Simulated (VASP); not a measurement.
OSZICAR of a VASP run on GaAs (zinc blende):

OSZICAR:
```
       N       E                     dE             d eps       ncg     rms          rms(c)
DAV:   1     0.806562855194E+02    0.80656E+02   -0.91317E+03   762   0.191E+03
DAV:   2    -0.315086926204E+01   -0.83807E+02   -0.80710E+02   809   0.325E+02
DAV:   3    -0.916953292074E+01   -0.60187E+01   -0.59893E+01   964   0.751E+01
DAV:   4    -0.926436020661E+01   -0.94827E-01   -0.94799E-01   884   0.104E+01
DAV:   5    -0.926586461333E+01   -0.15044E-02   -0.15044E-02   929   0.116E+00    0.314E+00
DAV:   6    -0.908704541341E+01    0.17882E+00   -0.28234E-01  1190   0.121E+01    0.187E+00
DAV:   7    -0.904904211791E+01    0.38003E-01   -0.79420E-02  1105   0.276E+00    0.547E-01
DAV:   8    -0.904714475368E+01    0.18974E-02   -0.10481E-02   889   0.147E+00    0.121E-01
DAV:   9    -0.904729206149E+01   -0.14731E-03   -0.82369E-04   910   0.395E-01    0.427E-02
DAV:  10    -0.904731613393E+01   -0.24072E-04   -0.60482E-05  1057   0.935E-02    0.227E-02
DAV:  11    -0.904733449616E+01   -0.18362E-04   -0.22513E-05   854   0.554E-02    0.244E-03
DAV:  12    -0.904733455143E+01   -0.55277E-07   -0.76834E-07   607   0.163E-02
   1 F= -.63842549E+01 E0= -.63842549E+01  d E =-.638425E+01
       N       E                     dE             d eps       ncg     rms          rms(c)
DAV:   1    -0.103743690913E+02   -0.13270E+01   -0.18669E+01   989   0.854E+01    0.756E+00
DAV:   2    -0.909883465491E+01    0.12755E+01   -0.29760E+00   959   0.634E+01    0.310E+00
DAV:   3    -0.883817140312E+01    0.26066E+00   -0.18590E-01  1039   0.814E+00    0.104E+00
DAV:   4    -0.879885645394E+01    0.39315E-01   -0.25389E-02  1087   0.174E+00    0.291E-01
DAV:   5    -0.879515630768E+01    0.37001E-02   -0.27272E-03   894   0.691E-01    0.656E-02
DAV:   6    -0.879507553540E+01    0.80772E-04   -0.16938E-04  1155   0.130E-01    0.116E-02
DAV:   7    -0.879507774407E+01   -0.22087E-05   -0.13510E-05   895   0.316E-02    0.591E-03
DAV:   8    -0.879507894798E+01   -0.12039E-05   -0.12272E-06   603   0.153E-02    0.783E-04
DAV:   9    -0.879507895399E+01   -0.60036E-08   -0.22692E-07   412   0.629E-03
   2 F= -.63821282E+01 E0= -.63821282E+01  d E =0.212666E-02
       N       E                     dE             d eps       ncg     rms          rms(c)
DAV:   1    -0.932893114049E+01   -0.53385E+00   -0.51599E+00   994   0.542E+01    0.350E+00
DAV:   2    -0.903817097199E+01    0.29076E+00   -0.47942E-01   944   0.165E+01    0.164E+00
DAV:   3    -0.896145727039E+01    0.76714E-01   -0.10283E-01   994   0.740E+00    0.323E-01
DAV:   4    -0.895461787276E+01    0.68394E-02   -0.10357E-02   899   0.192E+00    0.116E-01
DAV:   5    -0.895388060161E+01    0.73727E-03   -0.63526E-04   985   0.405E-01    0.424E-02
DAV:   6    -0.895381617754E+01    0.64424E-04   -0.15901E-04   914   0.264E-01    0.168E-02
DAV:   7    -0.895381377512E+01    0.24024E-05   -0.22460E-05   967   0.114E-01    0.616E-03
DAV:   8    -0.895381421483E+01   -0.43971E-06   -0.30397E-06   764   0.211E-02
   3 F= -.64178883E+01 E0= -.64178883E+01  d E =-.336334E-01
```

### Question
Which electronic solver shows in the log?

### Answer
It is blocked Davidson (ALGO = Normal, or the opening steps of other solvers). The INCAR had ALGO = Normal.

### Question
Can the final energy be trusted as converged?

### Answer
The calculation finished and met its thresholds. It stopped with EDIFF = 1E-6, NELM = 100, NSW = 40 and EDIFFG = -0.02 after 3 ionic steps (PBEsol GGA, plane waves, VASP's PBE PAW potentials (set 64)). Energy and stress use the plane-wave basis of the starting cell.

The compound is GaAs in the zinc blende structure. This run relaxes it under an external pressure of 10 GPa. Symmetry was kept, so distortions that lower it aren't found.
